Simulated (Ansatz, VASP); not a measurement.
## One calculation of Cu3Pt, two programs

Contents of INCAR:

```
SYSTEM = Cu3Pt
  PREC = Accurate
  ENCUT = 520
  EDIFF = 1E-7
  ISMEAR = -1
  SIGMA = 0.05
  LREAL = .False.
  LASPH = .True.
  NELM = 60
  ALGO = Normal
  ISIF = 2
  LWAVE = .False.
  LCHARG = .False.
  GGA = CA
  NBANDS = 30
```

File KPOINTS:

```
regular mesh
0
Gamma
  9 9 9
  0 0 0
```

POSCAR

```
Cu3Pt
1.0
    3.7345702525      0.0000000000      0.0000000000
    0.0000000000      3.7345702525      0.0000000000
    0.0000000000      0.0000000000      3.7345702525
Cu Pt
3 1
Direct
    0.0000000000      0.5000000000      0.5000000000
    0.5000000000      0.0000000000      0.5000000000
    0.5000000000      0.5000000000      0.0000000000
    0.0000000000      0.0000000000      0.0000000000
```

Input for Ansatz:

```yaml
crystal:
  lattice:
    - [3.7345702525, 0.0, 0.0]
    - [0.0, 3.7345702525, 0.0]
    - [0.0, 0.0, 3.7345702525]
  atoms:
    - { symbol: Cu, position: [0.0, 0.5, 0.5] }
    - { symbol: Cu, position: [0.5, 0.0, 0.5] }
    - { symbol: Cu, position: [0.5, 0.5, 0.0] }
    - { symbol: Pt, position: [0.0, 0.0, 0.0] }
kpoints:
  mp_grid: { grid: [9, 9, 9] }
  band_path:
    path:
      - [0.0, 0.0, 0.0]
      - [0.0, 0.5, 0.0]
      - [0.5, 0.5, 0.0]
      - [0.0, 0.0, 0.0]
      - [0.5, 0.5, 0.5]
      - [0.0, 0.5, 0.0]
      - [0.5, 0.5, 0.5]
      - [0.5, 0.5, 0.0]
    npoints: 5
scf:
  occupations: { method: fermi_dirac, width: 0.05 }
hamiltonian:
  xc: lda
  pseudopotentials: { kind: all_electron, lapw: { basis_error: 0.001 } }
output:
  forces: true
  stress: true
  eigenvalues: true
```

Change from the starting cell: volume scaled by 1.02.

Alike in both runs: task single point; functional LDA; k mesh 9 × 9 × 9; occupations fermi-dirac, width 0.05 eV; no spin polarisation.

|  | VASP | Ansatz |
| --- | --- | --- |
| version | VASP 6.6.1 | Ansatz 0.2.0 |
| potentials or method | VASP PAW LDA potentials, release 64 (Cu, Pt) | all-electron LAPW, scalar-relativistic |
| plane-wave cutoff (eV) | 520 | see its input |

```csv
,VASP,Ansatz,Ansatz less VASP
pressure (GPa),-14.2,-15.0,-0.79
```

Ansatz ran all-electron here, so the differences hold the error of VASP's frozen core and of both bases.

Spin-orbit coupling is left out, which matters for the levels of Pt.
